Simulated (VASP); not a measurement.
An input for Quantum ESPRESSO's pw.x (written as the equivalent of a VASP run, and not itself run):

```
&CONTROL
  calculation = 'scf'
  pseudo_dir = './pseudo'
  outdir = './out'
  tprnfor = .true.
  tstress = .true.
/
&SYSTEM
  ibrav = 0
  nat = 3
  ntyp = 2
  ecutwfc = 88
  occupations = 'smearing'
  smearing = 'gaussian'
  degauss = 0.003675
  input_dft = 'pbe'
  nosym = .true.
  noinv = .true.
/
&ELECTRONS
  conv_thr = 7.3e-08
  electron_maxstep = 100
/
ATOMIC_SPECIES
  Be 9.012 Be.upf
  C 12.011 C.upf
CELL_PARAMETERS angstrom
     0.0000000    2.2134000    2.2134000
     2.2134000    0.0000000    2.2134000
     2.2134000    2.2134000    0.0000000
ATOMIC_POSITIONS crystal
  Be   0.2500000  0.2500000  0.2500000
  Be   0.7500000  0.7500000  0.7500000
  C    0.0000000  0.0000000  0.0000000
K_POINTS automatic
  8 8 8 0 0 0
```

### Question
Write the VASP files for the same calculation (PBE).

### Answer
One answer among several that fit: 
### INCAR
```
ISIF = 2   ! forces and stress, cell fixed
LASPH = .TRUE.   ! aspherical one-centre terms
ISMEAR = 0   ! Gaussian
NELM = 100
GGA = PE   ! PBE
SIGMA = 0.05   ! width (eV)
ISYM = -1
PREC = Accurate
SYSTEM = Be2C
ENCUT = 520   ! plane-wave cut-off (eV)
LWAVE = .FALSE.
EDIFF = 1E-6
LCHARG = .FALSE.
ALGO = Normal   ! blocked Davidson
LREAL = .FALSE.   ! projection in real space or not
```

File KPOINTS:
```
Automatic mesh
0
Gamma
8 8 8
0 0 0
```

File POSCAR:
```
Be2C
1
    0.0000000000     2.2134000000     2.2134000000
    2.2134000000     0.0000000000     2.2134000000
    2.2134000000     2.2134000000     0.0000000000
Be C
2 1
Direct
  0.2500000000   0.2500000000   0.2500000000
  0.7500000000   0.7500000000   0.7500000000
  0.0000000000   0.0000000000   0.0000000000
```

POTCAR, in this order: Be C (PBE.64 set). Program: vasp_std.

What does not carry over: the potentials are each code's own (VASP's PAW set, PseudoDojo norm-conserving files in pw.x), so ENCUT and ecutwfc are chosen apart and not converted; conv_thr bounds pw.x's estimated SCF error, while EDIFF bounds the energy change between steps.

The compound is Be2C in the antifluorite structure. The cell was not relaxed at this level. The run is one of a series of settings (ISYM = -1 against the base run), some of them coarse on purpose.
